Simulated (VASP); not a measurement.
# Ag (Silver): input slips in a relaxation and what they do, part 2 of 2

Aim: see how common mistakes in a VASP relaxation show up, on Ag (Silver). The starting structure is a measured crystal structure from the Crystallography Open Database.

VASP 6.6.1.

Results so far: reference 16.65 Å³ an atom; the cell held fixed (ISIF = 2) 17.05 Å³ an atom; a k mesh far too coarse 19.94 Å³ an atom.

## Step 5: Relaxation with a cutoff far too low

Level of this step: PBEsol; plane waves and PAW (Ag) (VASP).

A slip made on purpose: a cutoff far too low. Against step 2 the input has PREC = Normal and ENCUT = 140 (also changed: NELM).

INCAR

```
SYSTEM = Ag
PREC = Normal
ENCUT = 140
EDIFF = 1E-06
NELM = 60
ISMEAR = 1
SIGMA = 0.1
LREAL = .FALSE.
ALGO = Normal
GGA = PS
NBANDS = 11
LORBIT = 11
LWAVE = .FALSE.
LCHARG = .FALSE.
KPAR = 2
IBRION = 2
NSW = 50
ISIF = 3
EDIFFG = -0.01
```

POSCAR

```
Ag
1.0
    0.0000000000      2.0430000000      2.0430000000
    2.0430000000      0.0000000000      2.0430000000
    2.0430000000      2.0430000000      0.0000000000
Ag
1
Direct
    0.0000000000      0.0000000000      0.0000000000
```

KPOINTS

```
Automatic mesh
0
Gamma
12 12 12
0 0 0
```

Potentials, in the order of the species: Ag (PBE family, release 64).

Launch:

```bash
mpirun -np 2 vasp_std
```

Log:

```text
[... set-up lines as in an earlier step ...]
 entering main loop
       N       E                     dE             d eps       ncg     rms          rms(c)
DAV:   1     0.716179100156E+01    0.71618E+01   -0.27448E+03  2045   0.297E+02
DAV:   2    -0.344046727806E+01   -0.10602E+02   -0.10164E+02  1794   0.707E+01
DAV:   3    -0.348587779196E+01   -0.45411E-01   -0.45409E-01  1760   0.384E+00
DAV:   4    -0.348589322172E+01   -0.15430E-04   -0.15429E-04  1710   0.843E-02
[...]
DAV:  12    -0.137100749190E+00    0.20365E-05   -0.57748E-08   903   0.185E-03    0.271E-02
DAV:  13    -0.137101904192E+00   -0.11550E-05   -0.85918E-08   852   0.237E-03    0.270E-02
DAV:  14    -0.137102030778E+00   -0.12659E-06   -0.20552E-10   855   0.117E-04
   1 F= -.13710203E+00 E0= -.13691655E+00  d E =-.137102E+00
[...]
-----------------------------------------------------------------------------
|                                                                             |
|     EEEEEEE  RRRRRR   RRRRRR   OOOOOOO  RRRRRR      ###     ###     ###     |
[...]
|     E        R   R    R   R    O     O  R   R                               |
|     E        R    R   R    R   O     O  R    R      ###     ###     ###     |
|     EEEEEEE  R     R  R     R  OOOOOOO  R     R     ###     ###     ###     |
|                                                                             |
|     Orbital orthonormalization failed in the inversion of matrix            |
|     LAPACK: Routine ZPOTRF failed! kpoint: 1 spin: 1                        |
|                                                                             |
|     Possible solutions for this issue are:                                  |
|     - Please check whether the atoms are too close to each other.           |
|     - Decreasing POTIM might help during relaxations or MDs.                |
|     - Deleting CHGCAR or WAVECAR if incompatible with the structure.        |
|     - Try calculating without symmetrizing (ISYM = 0 or ISYM = -1).         |
|     - As last resort: using a different PAW for some of the atoms.          |
|                                                                             |
|       ---->  I REFUSE TO CONTINUE WITH THIS SICK JOB ... BYE!!! <----       |
|                                                                             |
 -----------------------------------------------------------------------------

1
1
```

It took 4.6 s on 2 MPI ranks of Intel Xeon 6975P-C (Granite Rapids), shared host.

VASP stopped with this message: “Orbital orthonormalization failed in the inversion of matrix LAPACK: Routine ZPOTRF failed! kpoint: 1 spin: 1”.

## Step 6: Relaxation with too few ionic steps

A slip made on purpose: too few ionic steps. Against step 2 the input has NSW = 2 (also changed: NELM).

INCAR, as its differences from that of step 5:

```diff
@@ -1,4 +1,4 @@
 SYSTEM = Ag
-PREC = Normal
-ENCUT = 140
+PREC = Accurate
+ENCUT = 450
 EDIFF = 1E-06
@@ -16,3 +16,3 @@
 IBRION = 2
-NSW = 50
+NSW = 2
 ISIF = 3
```

POSCAR is that of step 5.

KPOINTS is that of step 5.

Launch:

```bash
mpirun -np 2 vasp_std
```

Log:

```text
[... set-up lines as in an earlier step ...]
 entering main loop
       N       E                     dE             d eps       ncg     rms          rms(c)
[... 11 cycles as in an earlier step ...]
   1 F= -.32998318E+01 E0= -.32997308E+01  d E =-.329983E+01
[...]
N       E                     dE             d eps       ncg     rms          rms(c)
[... 7 cycles as in an earlier step ...]
   2 F= -.33015812E+01 E0= -.33016484E+01  d E =-.174940E-02
 trial-energy change:   -0.001749  1 .order   -0.001429   -0.011272    0.008414
 step:   0.5961(harm=  0.5726)  dis= 0.00000  next Energy=    -3.303259 (dE=-0.343E-02)
```

Run time: 5.4 s. Hardware: 2 MPI ranks; peak memory 0.25 GiB.

Parts of OUTCAR (step 6):

```text
  Total        0.2083124      0.2083124      0.2083124      0.0000000      0.0000000     -0.0000000
  in kB       20.3822045     20.3822045     20.3822045      0.0000000      0.0000000     -0.0000000
  external PRESSURE =      20.3822045 kB  Pullay stress =       0.0000000 kB

 POSITION                                       TOTAL-FORCE (eV/Angst)
 -----------------------------------------------------------------------------------
      0.00000      0.00000      0.00000        -0.000000     -0.000000      0.000000
 -----------------------------------------------------------------------------------
    total drift:                                0.000000     -0.000000      0.000000

  FREE ENERGIE OF THE ION-ELECTRON SYSTEM (eV)
  ---------------------------------------------------
  free  energy   TOTEN  =        -3.3015811554 eV

  energy  without entropy=       -3.3017827694  energy(sigma->0) =       -3.30164836

[... 1 part as in an earlier step ...]

[... 2 further parts left out ...]
[key lines of the parts left out:]
E-fermi :   8.7116
```

The relaxation used up its 2 ionic steps (NSW) before forces and stress met EDIFFG.

## Step 7: Comparison

```
                           run            ended  volume (Å³/atom)  change (%)  pressure left (GPa)  core minutes
                     reference        converged            16.647           -                 0.06           0.3
the cell held fixed (ISIF = 2)        converged            17.054        2.45                -2.62          0.14
       a k mesh far too coarse        converged            19.936       19.76                  0.0         0.127
          a cutoff far too low  stopped by VASP                 -           -                    -         0.153
           too few ionic steps    not converged                 -           -                    -          0.18
```

Core minutes are wall time times ranks, summed over the relaxations behind a row (those for a bulk modulus apart), on shared hosts.

## Step 8: Outcome

```
volume of the reference                                      : 16.65 Å³/atom
volume against the reference, the cell held fixed (ISIF = 2) : +2.45 %
volume against the reference, a k mesh far too coarse        : +19.76 %
run with a cutoff far too low                                : stopped by VASP
run with too few ionic steps                                 : not converged
```

In words: VASP stopped by itself in the run with a cutoff far too low. The run with too few ionic steps didn't converge. Finished, but with signs in the output that stand out against the reference: the cell held fixed (ISIF = 2), with the volume kept at the input's, +2.4 % from the reference (signs: a stress of up to 2.6 GPa); a k mesh far too coarse, with the volume changed by +19.8 % (signs: 21.6 GPa at the first ionic step (reference: -2.6 GPa) and a large entropy term in the energy). Further runs on this material are not shown.

[Lines on the potential files, build, host, timing and source positions are cut from VASP's logs without a mark.]

[Logs are printed without paths, hosts, clocks, repeated set-up lines and the standing remarks that a program may print on its own settings, such as how far it seeks lower states.]

[Hosts, paths, dates, database ids (printed as entryN), source tags and the programs' standing remarks are cut or masked in the printed files.]
